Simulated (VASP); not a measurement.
Crystal: Zr2CrN2.

```
CELL_PARAMETERS angstrom
-2.22758 2.22758 3.74100
2.22758 -2.22758 3.74100
2.22758 2.22758 -3.74100
ATOMIC_POSITIONS crystal
Zr 0.68721 0.68721 0.00000
Zr 0.31279 0.31279 0.00000
Cr 0.00000 0.00000 0.00000
N 0.50000 0.00000 0.50000
N 0.00000 0.50000 0.50000
```

The cell was built by a generator and needn't be a form met in nature.

- Program: VASP 6.6.1
- Task: relaxation of cell and atoms
- Functional: PBE
- Potentials or basis: VASP PAW PBE potentials, release 64 (Zr_sv, Cr_pv, N)
- Cutoff: 520 eV
- k mesh: 4 × 4 × 4
- Occupations: gaussian, width 0.15 eV
- Spin: collinear spin, ferromagnetic start
- Starting moments: [0.0, 0.0, 3.0, 0.0, 0.0] μB

At the start: pressure -19.7 GPa; volume 14.85 Å³/atom.

Task: Where does the relaxation end?

Result: Over 13 steps the energy falls by 914.4 meV/atom and the volume is 13.73 Å³/atom (-7.6 %); space group I4/mmm (No. 139, to 0.05 Å); moment 0.73 μB per cell.

The path:
| step | energy change (eV) | largest force (eV/Å) | pressure (GPa) | volume (Å³) |
| --- | --- | --- | --- | --- |
| 1 | 0.0000 | 3.5875 | -19.66 | 74.25 |
| 2 | -2.7348 | 0.3715 | 32.60 | 55.71 |
| 3 | -3.0045 | 0.8148 | 13.83 | 58.87 |
| 4 | -3.8832 | 0.5352 | 4.92 | 63.37 |
| 5 | -4.5402 | 0.2467 | -3.96 | 69.44 |
| 6 | -4.5370 | 0.2003 | -2.90 | 68.99 |
| 7 | -4.5404 | 0.2150 | -3.08 | 69.22 |
| 8 | -4.4948 | 0.5080 | 7.30 | 66.75 |
| 9 | -4.5666 | 0.3395 | 1.00 | 68.32 |
| 10 | -4.5672 | 0.3238 | 0.71 | 68.45 |
| 11 | -4.5672 | 0.3187 | 0.47 | 68.50 |
| 12 | -4.5714 | 0.0261 | -0.93 | 68.68 |
| 13 | -4.5719 | 0.0637 | -0.44 | 68.63 |

Final structure:
```yaml
crystal:
  lattice:
    - [-1.86419, 1.86419, 4.93723]
    - [1.86419, -1.86419, 4.93723]
    - [1.86419, 1.86419, -4.93723]
  atoms:
    - { symbol: Zr, position: [0.64560, 0.64560, 0.00000] }
    - { symbol: Zr, position: [0.35440, 0.35440, 0.00000] }
    - { symbol: Cr, position: [0.00000, 0.00000, 0.00000] }
    - { symbol: N, position: [0.50000, 0.00000, 0.50000] }
    - { symbol: N, position: [0.00000, 0.50000, 0.50000] }
```

Caveat: the k mesh is coarse (spacing up to 0.50 Å⁻¹), so the values aren't converged; a cell with one magnetic atom can't hold antiferromagnetic order, which such compounds often take.
